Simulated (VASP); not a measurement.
Given:

```xyz
2
Lattice="1.5985 -2.7686 0.0000 1.5985 2.7686 0.0000 0.0000 0.0000 5.1048" Properties=species:S:1:pos:R:3 pbc="T T T"
Mg     1.5985     0.9229     1.2762
Mg     1.5985    -0.9229     3.8286
```

Method: revTPSS meta-GGA, VASP's PBE PAW potentials (set 64) (plane waves; VASP). Numerical set-up: 520 eV cut-off, 15×15×8 Γ-centred mesh, tetrahedra with Blöchl corrections, potentials Mg.

Question: Give the energies of bands 1 to 5 at the high-symmetry points, in eV from the Fermi level.

Answer: 
| band | Γ | M | K | A | L | H |
|---|---|---|---|---|---|---|
| 1 | -7.04 | -2.26 | -0.74 | -5.60 | -1.19 | 0.11 |
| 2 | -1.67 | -2.23 | -0.69 | -5.60 | -1.19 | 0.11 |
| 3 | -1.09 | 2.69 | -0.69 | 5.32 | -0.47 | 0.59 |
| 4 | 10.82 | 3.00 | 4.15 | 5.32 | -0.47 | 0.59 |
| 5 | 10.86 | 3.44 | 4.15 | 11.61 | 8.02 | 1.57 |

It has no gap at this level: it comes out as a metal or semimetal.

The compound is Mg in the hcp structure. It was relaxed first.
